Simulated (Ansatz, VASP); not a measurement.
**Two plane-wave programs on TlNiS2**

Contents of INCAR:

```
PREC = Accurate
ENCUT = 520
EDIFF = 1E-6
ISMEAR = -1
SIGMA = 0.05
LREAL = False
LASPH = True
NELM = 150
ALGO = Normal
ISIF = 2
LWAVE = False
LCHARG = False
ISPIN = 2
MAGMOM = 0 2.5 0 0
LORBIT = 11
LMAXMIX = 4
GGA = PE
NBANDS = 30
```

Contents of KPOINTS:

```
regular mesh
0
Gamma
  8 8 8
```

The input POSCAR:

```
TlNiS2
1.0
    1.8872841500      1.0896240100      6.8515616300
   -1.8872841500      1.0896240100      6.8515616300
    0.0000000000     -2.1792480200      6.8515616300
Tl Ni S
1 1 2
Direct
    0.5000000000      0.5000000000      0.5000000000
    0.0000000000      0.0000000000      0.0000000000
    0.2667000000      0.2667000000      0.2667000000
    0.7333000000      0.7333000000      0.7333000000
```

Contents of input.yaml:

```yaml
crystal:
  lattice:
    - [1.88728415, 1.08962401, 6.85156163]
    - [-1.88728415, 1.08962401, 6.85156163]
    - [0.0, -2.17924802, 6.85156163]
  atoms:
    - { symbol: Tl, position: [0.5, 0.5, 0.5] }
    - { symbol: Ni, position: [0.0, 0.0, 0.0], spin: 2.5 }
    - { symbol: S, position: [0.2667, 0.2667, 0.2667] }
    - { symbol: S, position: [0.7333, 0.7333, 0.7333] }
hamiltonian:
  xc: pbe
  pseudopotentials: { kind: paw }
magnetization:
  spin_polarized: true
kpoints:
  mp_grid: { grid: [8, 8, 8] }
scf:
  occupations: { method: fermi_dirac, width: 0.05 }
output:
  forces: true
  stress: true
  eigenvalues: true
  write_density: true
  write_potential: true
  elf: true
  volumetric_format: npy
```

The cell comes from a database or a generator and needn't be the stable form of this composition.

Alike in both runs: task single point; functional PBE; k mesh 8 × 8 × 8; occupations fermi-dirac, width 0.05 eV; collinear spin.

|  | VASP | Ansatz |
| --- | --- | --- |
| version | VASP 6.6.1 | Ansatz 0.2.0 |
| potentials or method | VASP PAW PBE potentials, release 64 (Tl_d, Ni, S) | Ansatz PAW |
| plane-wave cutoff (eV) | 520 | 420 |
| valence electrons in the cell | 35 | 43 |

Ansatz gave:

```
gap on the k mesh at the Fermi level (eV)                     : none
pressure (GPa)                                                : -7.0
largest component of the traceless stress (GPa)               : 1.17
rms of the force components (eV/Å)                            : 0.491
net moment per atom (μB)                                      : 0.29
size of the moment on the site where the two differ most (μB) : 0.97
```

**Question.** What did VASP give for the same quantities?

**Answer.** gap on the k mesh at the Fermi level (eV): none; pressure (GPa): -7.0; largest component of the traceless stress (GPa): 1.20; rms of the force components (eV/Å): 0.483; net moment per atom (μB): 0.29; size of the moment on the site where the two differ most (μB): 0.94.

Site moments also hang on the region over which each program counts them. Atom by atom the forces differ by 0.008 eV/Å (rms over components). A gap of «none» marks a metal or a gap that the smearing closes. The functional is the same, so the differences come from potentials, cutoffs and numerics. The two sets of potentials don't hold the same shells in valence.

Caveats: a cell with one magnetic atom can't hold antiferromagnetic order, which such compounds often take; forces of over 1 eV/Å show positions far from the minimum, so gaps and moduli don't describe the material at rest. The runs have no spin-orbit coupling, so splittings on Tl are missing.
